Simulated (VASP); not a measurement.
Calculation: PBE GGA, VASP's PBE PAW potentials (set 64) (plane waves; VASP 6.6.1).

Input for VASP

### POSCAR
```
Sc
1
    1.6550000000    -2.8665440000     0.0000000000
    1.6550000000     2.8665440000     0.0000000000
    0.0000000000     0.0000000000     5.2700000000
Sc
2
Direct
  0.3333330000   0.6666670000   0.2500000000
  0.6666670000   0.3333330000   0.7500000000
```

INCAR:
```
! general
SYSTEM  = Sc
PREC    = Accurate
ENCUT   = 480
LREAL   = .FALSE.
LASPH   = .TRUE.

! electronic loop
EDIFF   = 1E-6
NELM    = 100
ALGO    = Normal
LMAXMIX = 4

! smearing
ISMEAR  = 1
SIGMA   = 0.1

! functional
GGA     = PE

! ions
IBRION  = 2
NSW     = 60
ISIF    = 3
EDIFFG  = -0.01

! output
LWAVE   = .FALSE.
LCHARG  = .FALSE.
```

**KPOINTS**
```
Automatic mesh
0
Gamma
11 11 6
0 0 0
```

POTCAR, in this order: Sc_sv (PBE.64 set). Program: vasp_std.

Problem. Estimate the energy per atom (σ→0), volume per atom, band gap (on the k-mesh).

Solution. 
| Property | Value |
|---|---|
| energy per atom (σ→0) | -6.250 eV/atom |
| band gap (on the k-mesh) | none (metal, semimetal or under 0.01 eV) |
| volume per atom | 24.59 Å³/atom |

**OSZICAR**
```
...
DAV:   7    -0.124985726005E+02   -0.16158E-06   -0.30104E-07  1051   0.116E-02
   4 F= -.12498573E+02 E0= -.12499237E+02  d E =-.805805E-03
       N       E                     dE             d eps       ncg     rms          rms(c)
DAV:   1    -0.124985831143E+02   -0.10675E-04   -0.68667E-04  2368   0.563E-01    0.221E-02
DAV:   2    -0.124985766356E+02    0.64787E-05   -0.61283E-05  2870   0.151E-01    0.105E-02
DAV:   3    -0.124985746849E+02    0.19506E-05   -0.58285E-06  2236   0.357E-02    0.361E-03
DAV:   4    -0.124985746131E+02    0.71845E-07   -0.74042E-07   995   0.121E-02
   5 F= -.12498575E+02 E0= -.12499239E+02  d E =-.807818E-03
```

The compound is Sc in the hcp structure. This run relaxes it. Symmetry was kept, so distortions that lower it aren't found.
